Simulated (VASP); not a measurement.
Computed with LDA (Ceperley-Alder, Perdew-Zunger), VASP's LDA PAW potentials (set 64) (plane waves; VASP 6.6.1).

The input files of a VASP run:

POSCAR:
```
ZrS3
1
    5.2634070000     0.0000000000     0.0000000000
    0.0000000000     3.7115070000     0.0000000000
   -1.2077010000     0.0000000000     9.2703990000
Zr S
2 6
Direct
  0.2743850000   0.7381270000   0.6498240000
  0.7251440000   0.2571040000   0.3482010000
  0.8741920000   0.7504200000   0.1731180000
  0.1275060000   0.2435100000   0.8198540000
  0.2235470000   0.2562560000   0.4432370000
  0.7733860000   0.7437490000   0.5582160000
  0.5254940000   0.2539580000   0.8262990000
  0.4763440000   0.7568760000   0.1812520000
```

**INCAR**
```
! general
SYSTEM  = ZrS3
PREC    = Accurate
ENCUT   = 300
LREAL   = F
LASPH   = T   ! aspherical one-centre terms

! electronic loop
EDIFF   = 1E-6   ! SCF stop (eV)
NELM    = 100
ALGO    = Normal   ! blocked Davidson
LMAXMIX = 4   ! l cut-off of mixed one-centre charges

! smearing
ISMEAR  = 0
SIGMA   = 0.01   ! width (eV)

! ions
ISIF    = 2

! output
LWAVE   = F
LCHARG  = F
```

File KPOINTS:
```
Automatic mesh
0
Gamma
4 5 2
0 0 0
```

POTCAR, in this order: Zr_sv S (LDA.64 set). Program: vasp_std.

What will the output report for the number of irreducible k-points (NKPTS), largest plane-wave count, number of space-group operations, FFT grid (NGX, NGY, NGZ)?

```
Item                                           Value
--------------------------------------  ------------
number of irreducible k-points (NKPTS)            22
largest plane-wave count                        2158
number of space-group operations                   1
FFT grid (NGX, NGY, NGZ)                30 × 24 × 54
```

The structure comes from a computed database's ZrS3 entry; how it stands against other phases isn't given here. The cell was not relaxed at this level, atoms are displaced from their ideal sites.
